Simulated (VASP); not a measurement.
The input files of a VASP run:

### POSCAR
```
Ti
1
    1.5045000000    -2.6058700000     0.0000000000
    1.5045000000     2.6058700000     0.0000000000
    0.0000000000     0.0000000000     4.7736000000
Ti
2
Direct
  0.3333330000   0.6666670000   0.2500000000
  0.6666670000   0.3333330000   0.7500000000
```

### INCAR
```
SYSTEM = Ti
PREC = Accurate
ENCUT = 400
EDIFF = 1E-6
NELM = 100
ALGO = Normal
LREAL = .FALSE.
LASPH = .TRUE.
ISMEAR = 1
SIGMA = 0.1
GGA = PE
LMAXMIX = 4
LWAVE = .FALSE.
LCHARG = .FALSE.
ISIF = 2
```

**KPOINTS**
```
k-points along high-symmetry lines
5
Line-mode
Reciprocal
  0.000000   0.000000   0.000000 ! GAMMA
 -0.000000   0.500000   0.000000 ! M

 -0.000000   0.500000   0.000000 ! M
 -0.333333   0.666667   0.000000 ! K

 -0.333333   0.666667   0.000000 ! K
  0.000000   0.000000   0.000000 ! GAMMA

  0.000000   0.000000   0.000000 ! GAMMA
  0.000000   0.000000   0.500000 ! A

  0.000000   0.000000   0.500000 ! A
 -0.000000   0.500000   0.500000 ! L

 -0.000000   0.500000   0.500000 ! L
 -0.333333   0.666667   0.500000 ! H

 -0.333333   0.666667   0.500000 ! H
  0.000000   0.000000   0.500000 ! A

 -0.000000   0.500000   0.500000 ! L
 -0.000000   0.500000   0.000000 ! M

 -0.333333   0.666667   0.500000 ! H
 -0.333333   0.666667   0.000000 ! K
```

POTCAR, in this order: Ti_sv (PBE.64 set). Program: vasp_std.

Output

**standard output**
```
 POSCAR found type information on POSCAR Ti
 POSCAR found :  1 types and       2 ions
 Reading from existing POTCAR
 Reading from existing POTCAR
 LDA part: xc-table for (Slater+PW92), standard interpolation
 POSCAR, INCAR and KPOINTS ok, starting setup
 WAVECAR not read
 entering main loop
       N       E                     dE             d eps       ncg     rms          rms(c)
DAV:   1     0.230629160549E+03    0.23063E+03   -0.12100E+04  1440   0.157E+03
DAV:   2     0.940871539176E+01   -0.22122E+03   -0.21989E+03  1488   0.454E+02
DAV:   3    -0.167679620553E+02   -0.26177E+02   -0.25847E+02  2808   0.129E+02
DAV:   4    -0.179449518714E+02   -0.11770E+01   -0.11759E+01  1488   0.273E+01
DAV:   5    -0.180197516469E+02   -0.74800E-01   -0.74798E-01  2352   0.468E+00    0.113E+01
DAV:   6    -0.156526752774E+02    0.23671E+01   -0.97000E+00  1696   0.347E+01    0.256E+00
DAV:   7    -0.156533299011E+02   -0.65462E-03   -0.53681E-01  1960   0.601E+00    0.190E+00
DAV:   8    -0.156687882335E+02   -0.15458E-01   -0.15197E-01  1712   0.527E+00    0.599E-01
DAV:   9    -0.156631269392E+02    0.56613E-02   -0.30553E-02  1736   0.211E+00    0.607E-02
DAV:  10    -0.156632652033E+02   -0.13826E-03   -0.11172E-03  2224   0.261E-01    0.625E-02
DAV:  11    -0.156632972548E+02   -0.32051E-04   -0.10128E-04  1744   0.866E-02    0.114E-02
DAV:  12    -0.156632929520E+02    0.43028E-05   -0.71482E-06  1576   0.177E-02    0.546E-03
DAV:  13    -0.156632934601E+02   -0.50817E-06   -0.59842E-07  1072   0.827E-03
   1 F= -.15663293E+02 E0= -.15662472E+02  d E =-.246475E-02
```

File OUTCAR:
```
------------------------ aborting loop because EDIFF is reached ----------------------------------------
  FORCE on cell =-STRESS in cart. coord.  units (eV):
  Direction    XX          YY          ZZ          XY          YZ          ZX
  --------------------------------------------------------------------------------------
  Total       -2.4107887     -2.4107879     -1.0864925      0.0000000      0.0000000     -0.0000000
  in kB     -103.1926512   -103.1926163    -46.5067908      0.0000000      0.0000000     -0.0000000
  external PRESSURE =     -84.2973528 kB  Pullay stress =       0.0000000 kB
  volume of cell :       37.43
      direct lattice vectors                 reciprocal lattice vectors
     1.504500000 -2.605870000  0.000000000     0.332336324 -0.191874499  0.000000000
     1.504500000  2.605870000  0.000000000     0.332336324  0.191874499  0.000000000
     0.000000000  0.000000000  4.773600000     0.000000000  0.000000000  0.209485504
 POSITION                                       TOTAL-FORCE (eV/Angst)
 -----------------------------------------------------------------------------------
      1.50450      0.86863      1.19340        -0.000000      0.000000      0.000000
      1.50450     -0.86863      3.58020         0.000000      0.000000      0.000000
 -----------------------------------------------------------------------------------
    total drift:                                0.000198      0.001071     -0.000008
  FREE ENERGIE OF THE ION-ELECTRON SYSTEM (eV)
  ---------------------------------------------------
  free  energy   TOTEN  =       -15.6632934601 eV

  energy  without entropy=      -15.6608287133  energy(sigma->0) =      -15.66247188
```
(Selected blocks of OUTCAR.)

Task: Read input and log: which fault does this run have?
A) EDIFFG is positive, so the stop tests the energy change and not the forces
B) ISPIN is misspelt, so the run is not spin-polarised
C) LEPSILON was set for a metal
D) a line-mode KPOINTS file was used for a self-consistent run

Result: D, a line-mode KPOINTS file was used for a self-consistent run. The run ends without an error. Against the sound run, the energy per atom (σ→0) drops by 0.037 eV/atom; the pressure drops by 0.50 GPa.

To mend it, correct KPOINTS.
KPOINTS:
```
Automatic mesh
0
Gamma
11 11 6
0 0 0
```
The mended run (PBE GGA, plane waves, VASP's PBE PAW potentials (set 64)) converges, and its OSZICAR ends with
```
   1 F= -.15588536E+02 E0= -.15588251E+02  d E =-.857697E-03
```

The compound is Ti in the hcp structure. The cell was not relaxed at this level.
